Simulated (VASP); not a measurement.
All values below come from PBE GGA, VASP's PBE PAW potentials (set 64) (plane waves; VASP).

Input for VASP

INCAR:
```
SYSTEM = Te
PREC = Accurate
ENCUT = 300
EDIFF = 1E-6
NELM = 100
ALGO = Normal
LREAL = .FALSE.
LASPH = .TRUE.
ISMEAR = 0
SIGMA = 0.136
GGA = PE
LMAXMIX = 4
LWAVE = .FALSE.
LCHARG = .FALSE.
ISIF = 2
```

**POSCAR**
```
Te
3.3689260
  1.0000000000   0.0000000000   0.0000000000
 -0.5000000000   0.8660255524   0.0000000000
  0.0000000000   0.0000000000   3.2175070037
Te
4
Cart
  0.0000000000   0.0000000000   0.0000000000
  0.0000000000   0.0000000000   1.6087535019
 -0.0000005000   0.5773506569   0.8043767509
  0.5000005000   0.2886748954   2.4131302528
```

File KPOINTS:
```
K-points
0
gamma
  5 5 2
```

POTCAR, in this order: Te (PBE.64 set). Program: vasp_std.

The run wrote:

File OSZICAR:
```
       N       E                     dE             d eps       ncg     rms          rms(c)
DAV:   1     0.800649881502E+02    0.80065E+02   -0.64363E+03   320   0.759E+02
DAV:   2    -0.723461170417E+01   -0.87300E+02   -0.85346E+02   472   0.149E+02
DAV:   3    -0.108866203688E+02   -0.36520E+01   -0.36427E+01   368   0.352E+01
DAV:   4    -0.109343892057E+02   -0.47769E-01   -0.47765E-01   376   0.502E+00
DAV:   5    -0.109351505244E+02   -0.76132E-03   -0.76132E-03   360   0.544E-01    0.152E+01
DAV:   6    -0.109247965706E+02    0.10354E-01   -0.14537E-02   320   0.655E-01    0.932E+00
DAV:   7    -0.109221813024E+02    0.26153E-02   -0.26362E-02   328   0.913E-01    0.394E-01
DAV:   8    -0.109221076018E+02    0.73701E-04   -0.81829E-04   328   0.175E-01    0.258E-01
DAV:   9    -0.109220680643E+02    0.39538E-04   -0.21241E-04   328   0.790E-02    0.233E-01
DAV:  10    -0.109220645726E+02    0.34917E-05   -0.18891E-05   336   0.283E-02    0.575E-02
DAV:  11    -0.109220636226E+02    0.95005E-06   -0.77214E-07   160   0.664E-03
   1 F= -.10922064E+02 E0= -.10916889E+02  d E =-.103499E-01
```

File OUTCAR:
```
------------------------ aborting loop because EDIFF is reached ----------------------------------------
  FORCE on cell =-STRESS in cart. coord.  units (eV):
  Direction    XX          YY          ZZ          XY          YZ          ZX
  --------------------------------------------------------------------------------------
  Total        2.8471780      2.8471790      2.1158204      0.0000000      0.0000000      0.0000000
  in kB       42.8154573     42.8154719     31.8174058      0.0000000      0.0000000      0.0000000
  external PRESSURE =      39.1494450 kB  Pullay stress =       0.0000000 kB
  volume of cell :      106.54
      direct lattice vectors                 reciprocal lattice vectors
     3.368926000  0.000000000  0.000000000     0.296830503  0.171375142  0.000000000
    -1.684463000  2.917576000  0.000000000     0.000000000  0.342750283  0.000000000
     0.000000000  0.000000000 10.839543000     0.000000000  0.000000000  0.092254812
 POSITION                                       TOTAL-FORCE (eV/Angst)
 -----------------------------------------------------------------------------------
      0.00000      0.00000      0.00000         0.000000      0.000000      0.000000
      0.00000      0.00000      5.41977         0.000000      0.000000      0.000000
     -0.00000      1.94505      2.70989        -0.000000      0.000000      0.000000
      1.68446      0.97252      8.12966         0.000000      0.000000     -0.000000
 -----------------------------------------------------------------------------------
    total drift:                                0.000000     -0.000000      0.000000
  FREE ENERGIE OF THE ION-ELECTRON SYSTEM (eV)
  ---------------------------------------------------
  free  energy   TOTEN  =       -10.9220636226 eV

  energy  without entropy=      -10.9117137260  energy(sigma->0) =      -10.91688867
```
(Selected blocks of OUTCAR.)

The structure was generated: Te was put into an ordered model structure (P6_3/mmc), which need not be its known phase. The cell was not relaxed at this level, and its volume differs by -5.9 % from the start's. The k-mesh is coarse (spacing up to 0.43 per Å, 2π included), so the numbers may not be converged in it.
